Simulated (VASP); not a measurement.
```xyz
2
Lattice="0.0000 2.1183 2.1183 2.1183 0.0000 2.1183 2.1183 2.1183 0.0000" Properties=species:S:1:pos:R:3 pbc="T T T"
Mg     0.0000     0.0000     0.0000
O      2.1183     2.1183     2.1183
```

All values below come from revPBE GGA, VASP's PBE PAW potentials (set 64) (plane waves; VASP). Numerical set-up: 520 eV cut-off, 11×11×11 Γ-centred mesh, Gaussian smearing of 0.050 eV, potentials Mg O.

Question: Estimate the energy per atom (σ→0), pressure, band gap (on the k-mesh) with the smallest direct gap where there is one.

Answer: 
- band gap (on the k-mesh): 4.64 eV
- smallest direct gap (on the k-mesh): 4.64 eV
- energy per atom (σ→0): -5.659 eV/atom
- pressure: 4.68 GPa

The absolute energy has meaning only against runs of the same code, potentials and settings.

The compound is MgO in the rock salt structure. This cell is one point of a volume scan, at 0.97 of the reference volume.
